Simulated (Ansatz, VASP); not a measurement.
# AlGaAs2 ([001] superlattice of 3 + 3 monolayers (invented)): VASP beside Ansatz, part 2 of 2

Aim: how closely do two programs agree when they are given the same cell, functional and k mesh? The cell is generated by rule, not measured, and may not be a known phase. The cell is taken from a series of runs on this material, whose earlier steps may have relaxed, scaled, displaced or heated it; both programs get it as it stands.

VASP 6.6.1 and Ansatz 0.2.0.

So far: Starting point; VASP: relaxation of cell and atoms, r2SCAN.

## (3) Ansatz: relaxation of cell and atoms, r2SCAN

Level of this step: Ansatz beside VASP: Kohn-Sham DFT, plane waves, r2SCAN (Ansatz).

Ansatz runs on its PAW soft_1 files.

The same cell, functional, mesh and smearing now go to Ansatz, which takes its cutoff from its data sets.

input.yaml reads:

```yaml
crystal:
  lattice:
    - [4.000103, 0.0, 0.0]
    - [0.0, 4.000103, 0.0]
    - [0.0, 0.0, 16.971]
  atoms:
    - { symbol: Ga, position: [0.0, 0.0, 0.833333] }
    - { symbol: As, position: [0.0, 0.5, 0.916667] }
    - { symbol: Ga, position: [0.5, 0.5, 0.0] }
    - { symbol: As, position: [0.5, 0.0, 0.083333] }
    - { symbol: Ga, position: [0.0, 0.0, 0.166667] }
    - { symbol: As, position: [0.0, 0.5, 0.25] }
    - { symbol: Al, position: [0.5, 0.5, 0.333333] }
    - { symbol: As, position: [0.5, 0.0, 0.416667] }
    - { symbol: Al, position: [0.0, 0.0, 0.5] }
    - { symbol: As, position: [0.0, 0.5, 0.583333] }
    - { symbol: Al, position: [0.5, 0.5, 0.666667] }
    - { symbol: As, position: [0.5, 0.0, 0.75] }
kpoints:
  mp_grid: { grid: [6, 6, 2] }
hamiltonian:
  xc: r2scan
  pseudopotentials: { kind: paw, azcp: { folder: soft_1 } }
scf:
  occupations: { method: gaussian, width: 0.02 }
output:
  forces: true
  stress: true
  eigenvalues: true
  write_density: true
  write_potential: true
  elf: true
  volumetric_format: npy
relax:
  adjacent_minimum: "off"
  f_tol: 0.005
  max_steps: 80
  cell: { stress_tol: 0.05 }
```

Launch:

```console
$ ansatz run input.yaml --threads 4 --pin off --max-ram 10240MiB --backend cpu --events-out ev --progress --plain --runs-dir out
```

Numbers of over 12 decimals in the logs are rounded to 6 here.

What it wrote:

```text
Engine: ansatz 0.2.0, x86_64-unknown-linux-gnu
Pseudopotentials: kind: paw
Pseudopotential: Ga, paw, valence charge 13, recommended cutoff 500 eV (meta_gga), soft_1/Ga.paw.azcp
Pseudopotential: As, paw, valence charge 15, recommended cutoff 500 eV (meta_gga), soft_1/As.paw.azcp
Pseudopotential: Al, paw, valence charge 3, recommended cutoff 500 eV (meta_gga), soft_1/Al.paw.azcp
Functional definition: r2SCAN
  parameter k0 = 0.174
  parameter k1 = 0.065
  parameter a1 = 4.9479
  exchange = r2scan_x(k0 = k0, k1 = k1, a1 = a1)
  correlation = r2scan_c
Crystal: 12 atoms, lattice volume = 271.550 Å³
Basis set: ecut = 500 eV, 6909 PW (Γ), exchange–correlation on 120×120×500 points (64 copies of the dense FFT grid, shifted against one another)
Bands: 83, of which v1, the nominal top of the filled ones, is band 69 counted from 1 (68 counted from 0)
Symmetry: 8 space group operations
Space group: P-4m2 (ITA 115), of the structure as read, at distance tolerance 6.5e-5 Å
k-points: 20 of 72
Non-local potential: Ga, projectors of the file, l = 0: 2, l = 1: 2, l = 2: 3, l = 3: 1
Non-local potential: As, projectors of the file, l = 0: 2, l = 1: 2, l = 2: 3, l = 3: 1
Non-local potential: Al, projectors of the file, l = 0: 2, l = 1: 2, l = 2: 1
PAW form: soft (Blöchl's): semilocal exchange-correlation on the pseudo side does not see the compensation charge
PAW frozen core: Ga, regenerated for the run's functional (the file was generated under x = pbe(κ = 0.804, μ = 0.219515), c = pbe(β = 0.066725))
PAW frozen core: As, regenerated for the run's functional (the file was generated under x = pbe(κ = 0.804, μ = 0.219515), c = pbe(β = 0.066725))
PAW frozen core: Al, regenerated for the run's functional (the file was generated under x = pbe(κ = 0.804, μ = 0.219515), c = pbe(β = 0.066725))
PAW one-centre angular grid: Ga, 590 points (default); XC on 160 Gauss nodes
PAW one-centre angular grid: As, 590 points (default); XC on 160 Gauss nodes
PAW one-centre angular grid: Al, 302 points (default); XC on 160 Gauss nodes
Initial density: superposition of atomic densities (chi_scale 0.1, normalization cell, long waves kept (reshape's long-wave potential 0.43 eV rms))
Initial wavefunctions: pseudopotential atomic-orbital guess
Functional: x = r2scan, c = r2scan; τ floored in thin density (d = 2e-4 eV/Å³)
SCF iter   1: F=—  HF=-42186.248213 eV  |F-HF|=—  |Δ(HF+E_count)|=         —  Δρ=4.59e-2  dr2=4.84e0  dr2_τ=5.08e-2  ethr=3.10e-3  ⟨swp⟩=6.2  Hψ=6344  notcnv=0  defer=11
preconditioner: auto → Resta (q_TF=auto, 2.437 Å⁻¹)  ε∞=3.1  [insulator: Δε(μ)=1.503 eV  Ē_g=13.648 eV  σ=0.020 eV  W_gap=1.00  n_scr=76 (ndim 8)  ℏωp=19.9 eV  f_vac=0.000  D(μ)=0.00/eV (n_scr^D=0)  ε∞_Penn≈3.1]
SCF iter   2: F=—  HF=-42186.014228 eV  |F-HF|=—  |Δ(HF+E_count)|=   2.34e-1  Δρ=2.53e-2  dr2=1.34e0  dr2_τ=8.09e-3  ethr=3.10e-3  ⟨swp⟩=2.2  Hψ=2051  notcnv=0  defer=159
SCF iter   3: F=—  HF=-42186.123521 eV  |F-HF|=—  |Δ(HF+E_count)|=   1.09e-1  Δρ=7.68e-3  dr2=6.00e-1  dr2_τ=1.80e-3  ethr=9.71e-4  ⟨swp⟩=4.0  Hψ=3298  notcnv=0  defer=159
SCF iter   4: F=—  HF=-42186.035266 eV  |F-HF|=—  |Δ(HF+E_count)|=   8.83e-2  Δρ=2.38e-3  dr2=1.22e-2  dr2_τ=1.15e-4  ethr=4.35e-4  ⟨swp⟩=3.2  Hψ=2863  notcnv=0  defer=159
SCF iter   5: F=—  HF=-42186.040613 eV  |F-HF|=—  |Δ(HF+E_count)|=   5.35e-3  Δρ=6.49e-4  dr2=2.32e-3  dr2_τ=3.59e-5  ethr=8.83e-6  ⟨swp⟩=2.4  Hψ=2946  notcnv=0  defer=159
SCF iter   6: F=—  HF=-42186.038873 eV  |F-HF|=—  |Δ(HF+E_count)|=   1.74e-3  Δρ=2.02e-4  dr2=6.18e-5  dr2_τ=1.70e-6  ethr=1.68e-6  ⟨swp⟩=2.0  Hψ=2802  notcnv=0  defer=159
SCF iter   7: F=—  HF=-42186.038891 eV  |F-HF|=—  |Δ(HF+E_count)|=   1.79e-5  Δρ=7.36e-5  dr2=1.26e-5  dr2_τ=1.97e-7  ethr=4.48e-8  ⟨swp⟩=2.0  Hψ=2930  notcnv=0  defer=159
SCF iter   8: F=—  HF=-42186.038892 eV  |F-HF|=—  |Δ(HF+E_count)|=   1.35e-6  Δρ=4.32e-5  dr2=4.75e-6  dr2_τ=4.25e-8  ethr=9.14e-9  ⟨swp⟩=2.0  Hψ=2881  notcnv=0  defer=159
SCF iter   9: F=—  HF=-42186.038890 eV  |F-HF|=—  |Δ(HF+E_count)|=   2.12e-6  Δρ=1.10e-5  dr2=3.52e-7  dr2_τ=2.45e-9  ethr=3.45e-9  ⟨swp⟩=2.0  Hψ=2278  notcnv=0  defer=159
SCF iter  10: F=-42186.038890 eV  HF=-42186.038890 eV  |F-HF|=3.43e-8  |Δ(HF+E_count)|=   1.37e-8  Δρ=2.72e-6  dr2=2.64e-8  dr2_τ=2.00e-10  ethr=7.25e-11  ⟨swp⟩=16.2  Hψ=15021  notcnv=0
SCF 1 converged in 10 iterations: F = -42186.038890 eV  dr2 = 2.64e-8
  Residual-converged pass: ⟨swp⟩=1.1  Hψ=1741  notcnv=0  max |occ|·‖R‖ = 6.1e-9 eV (tolerance 1.0e-8 eV)  dr2=2.64e-8  dr2_τ=2.00e-10  dr2_onsite=4.06e-8  max |Δocc| = 0.0e0
  greatest PAW one-centre occupation: 0.999 electrons in one spin orbital (limit 2), on the As atom at site 3 (counted from 0), in its partial waves of l = 2
[...]
relax step   3: F+E_penalty+E_count = -42186.04288761 eV  Δ(F+E_penalty+E_count) = -7.812e-5 eV  max|allowed force component| = 2.549e-3 eV/Å  Δτ_max = 0.0032 Å  P = -0.010 GPa  Ω = 273.664 Å³  energy of the carried Pulay correction = -3.491e-4 eV  (6 SCF iters, dr2 threshold 1.11e-8 eV, accepted)
Initial wavefunctions: pseudopotential atomic-orbital guess (no wavefunctions were taken with the density)
iter 1 solved again at ethr=1.16e-7 eV; its pass at ethr=3.10e-3 eV (dr2=1.60e-4 eV) is discarded
SCF iter   1: F=—  HF=-42186.043228 eV  |F-HF|=—  |Δ(HF+E_count)|=         —  Δρ=2.27e-5  dr2=6.68e-8  dr2_τ=2.32e-8  ethr=1.16e-7  ⟨swp⟩=3.5  Hψ=10992  notcnv=0
preconditioner: auto → Resta (q_TF=auto, 2.434 Å⁻¹)  ε∞=3.3  [insulator: Δε(μ)=1.639 eV  Ē_g=13.062 eV  σ=0.020 eV  W_gap=1.00  n_scr=76 (ndim 8)  ℏωp=19.8 eV  f_vac=0.035  D(μ)=0.00/eV (n_scr^D=0)  ε∞_Penn≈3.3]
SCF iter   2: F=—  HF=-42186.043189 eV  |F-HF|=—  |Δ(HF+E_count)|=   3.86e-5  Δρ=1.19e-5  dr2=3.24e-8  dr2_τ=7.50e-8  ethr=4.84e-11  ⟨swp⟩=2.2  Hψ=3049  notcnv=0
SCF iter   3: F=—  HF=-42186.043191 eV  |F-HF|=—  |Δ(HF+E_count)|=   1.75e-6  Δρ=1.58e-6  dr2=4.29e-9  dr2_τ=1.36e-9  ethr=2.35e-11  ⟨swp⟩=2.0  Hψ=2440  notcnv=0
SCF iter   4: F=—  HF=-42186.043191 eV  |F-HF|=—  |Δ(HF+E_count)|=   3.20e-8  Δρ=4.05e-7  dr2=1.99e-10  dr2_τ=4.99e-11  ethr=3.11e-12  ⟨swp⟩=2.0  Hψ=2440  notcnv=0
SCF iter   5: F=-42186.043191 eV  HF=-42186.043191 eV  |F-HF|=1.46e-11  |Δ(HF+E_count)|=  1.96e-10  Δρ=1.20e-7  dr2=2.23e-11  dr2_τ=3.91e-12  ethr=1.00e-12  ⟨swp⟩=6.7  Hψ=7457  notcnv=0
SCF 4 converged in 5 iterations: F = -42186.043191 eV  dr2 = 2.23e-11
relax step   4: F+E_penalty+E_count = -42186.04319123 eV  Δ(F+E_penalty+E_count) = -3.036e-4 eV  max|allowed force component| = 2.558e-3 eV/Å  Δτ_max = 0.0000 Å  P = -0.009 GPa  Ω = 273.664 Å³  stress off target by 2.16e-2 GPa  SCF on the basis re-selected at this cell (its energy is not comparable with the rows above)  (5 SCF iters)
basis re-selected at this cell: Δ(F+E_penalty+E_count) = -3.036e-4 eV, ΔP = +0.001 GPa vs the last step (what re-selecting the basis moved, of the pressure what is left beyond the Pulay correction that the steps carried, after the strain that the cell walked since its last selection, with what the two solves' SCF thresholds leave and, on support functions, any second-order correction that the steps lacked; it is no m [...]
SCF converged after 5 iterations
Free energy (F): -42186.043191 eV
Harris-Foulkes:  -42186.043191 eV  (|F-HF|=1.46e-11)
Internal energy: -42186.043191 eV  (E = F + TS)
E sigma→0 (E₀):  -42186.043191 eV
Fermi energy:    7.541504 eV
--- Per-component energies (eV) ---
  E_band       = -1891.876896
  E_kinetic    = 989.925888
  E_local      = -22206.869139  (includes V_loc(G=0)·N_el)
  E_nonlocal   = -2603.689715
  E_hartree    = 12323.682831
  E_xc         = -675.507970
  E_vxc        = -738.229044  (∫ρ·V_xc dr)
  E_paw        = -19592.664176  (= ΣΔE_a)
  E_vpaw       = -2017.545270  (= ΣTr[D̂ρ^β])
  E_aug_tail   = 0.000217  (compensation charges beyond the density's cutoff)
  E_vtau       = 37.164398  (kinetic-family band-sum trace: ∫τ·v_τ [+ j·A + Jᵃ·Aᵃ] dr)
  E_ewald      = -10410.037242
  E_core_change = -10.883886  (= ΣΔE_core)
  E_smearing   = -0.000000  (= −TS)
  E_closure    = -0.000000  (closes the sum)
  Σ components = -42186.043191   (vs F -42186.043191, Δ=0.00e0)
--- Forces (eV/Å), atoms counted from 1 ---
  atom   1  Ga     0.00000000     0.00000000     0.00060717
  atom   2  As     0.00000000     0.00000000     0.00033316
  atom   3  Ga     0.00000000     0.00000000    -0.00000000
  atom   4  As     0.00000000    -0.00000000    -0.00033316
  atom   5  Ga     0.00000000     0.00000000    -0.00060717
  atom   6  As    -0.00000000     0.00000000    -0.00255823
  atom   7  Al    -0.00000000     0.00000000    -0.00103747
  atom   8  As    -0.00000000     0.00000000     0.00024066
  atom   9  Al    -0.00000000    -0.00000000     0.00000000
  atom  10  As    -0.00000000    -0.00000000    -0.00024066
  atom  11  Al    -0.00000000     0.00000000     0.00103747
  atom  12  As     0.00000000    -0.00000000     0.00255823
  max |Σ_I F_I| component: 1.20e-16 eV/Å
--- Stress (GPa, compression-positive) ---
       -0.003055       0.000000      -0.000000
        0.000000      -0.003055       0.000000
       -0.000000       0.000000      -0.021593
  P = ⅓ Tr σ = -0.0092 GPa (-0.092 kbar)
--- Band table (eV; the first three rows and the last of 20) ---
  k-point 0: bands = [... 65 lower, 5.7867, 6.7055, 6.7217, 6.7217, 8.3611, 8.4266, 8.7789, 8.8648, ... 10 higher]
  k-point 1: bands = [... 65 lower, 6.2613, 6.2613, 6.5488, 6.5488, 8.3845, 8.7072, 9.0033, 9.0895, ... 10 higher]
  k-point 2: bands = [... 65 lower, 5.8924, 5.9819, 6.1731, 6.6292, 8.8478, 9.2458, 9.3350, 9.3839, ... 10 higher]
  k-point 19: bands = [... 65 lower, 4.0186, 4.0186, 4.0326, 4.0326, 8.8486, 8.8486, 9.1514, 9.1514, ... 10 higher]
--- Relaxed structure (3 steps of the walk, 3 accepted, 1 SCFs on fresh bases) ---
  F+E_penalty+E_count = -42186.04319123 eV   max|allowed force component| = 2.558e-3 eV/Å   (the final SCF, on the basis selected at the relaxed cell)
  cell:  # Å, volume = 273.6642 Å³
    - [4.013393, 0, 9.819445238352344e-19]
    - [0, 4.013393, 0]
    - [4.166037853027219e-18, 0, 16.990051]
  atoms:
    - { symbol: Ga, position: [0, 0, 0.833654] }
    - { symbol: As, position: [0, 0.5, 0.916843] }
    - { symbol: Ga, position: [0.5, 0.5, 0] }
    - { symbol: As, position: [0.5, 0, 0.083157] }
    - { symbol: Ga, position: [0, 0, 0.166346] }
    - { symbol: As, position: [0, 0.5, 0.249897] }
    - { symbol: Al, position: [0.5, 0.5, 0.333032] }
    - { symbol: As, position: [0.5, 0, 0.416499] }
    - { symbol: Al, position: [0, 0, 0.500000] }
    - { symbol: As, position: [0, 0.5, 0.583501] }
    - { symbol: Al, position: [0.5, 0.5, 0.666968] }
    - { symbol: As, position: [0.5, 0, 0.750103] }
```

## (4) Differences

Known differences besides the potentials themselves: VASP keeps PBE cores, Ansatz makes them for the functional; the data sets hold 138 valence electrons in Ansatz (on its PAW soft_1 files) and 78 in VASP; the cutoff is 500 eV in Ansatz and 550 eV in VASP; Ansatz adds a Pulay correction to the stress that steers its cell, VASP none. Total energies have different zeros and are not compared.

The two programs side by side:

```
                                         quantity  Ansatz    VASP  difference
                                      volume (Å³)  273.66  273.87     -0.07 %
edge a after relaxation, in the typed setting (Å)   4.013   4.015     -0.04 %
edge c after relaxation, in the typed setting (Å)  16.990  16.989     +0.00 %
```

## (5) What came out

```yaml
difference_in_volume_relaxation_of_cell_and_atoms_r2scan: -0.074 %
```

The difference in volume is -0.074 % (relaxation of cell and atoms, r2SCAN), within the 1.2 % picked in this series as the mark of a large difference, as far as the stopping tolerances let one tell. The data sets hold unlike numbers of valence electrons (138 in Ansatz and 78 in VASP), so part of the differences comes from the potentials. How closely two codes agree says nothing of how well the functional describes the real material.

[Lines on the potential files, build, host, timing and source positions are cut from VASP's logs without a mark.]

[Logs are printed without paths, hosts, clocks, repeated set-up lines and the standing remarks that a program may print on its own settings, such as how far it seeks lower states.]

[Hosts, paths, dates, database ids (printed as entryN), source tags and the programs' standing remarks are cut or masked in the printed files.]
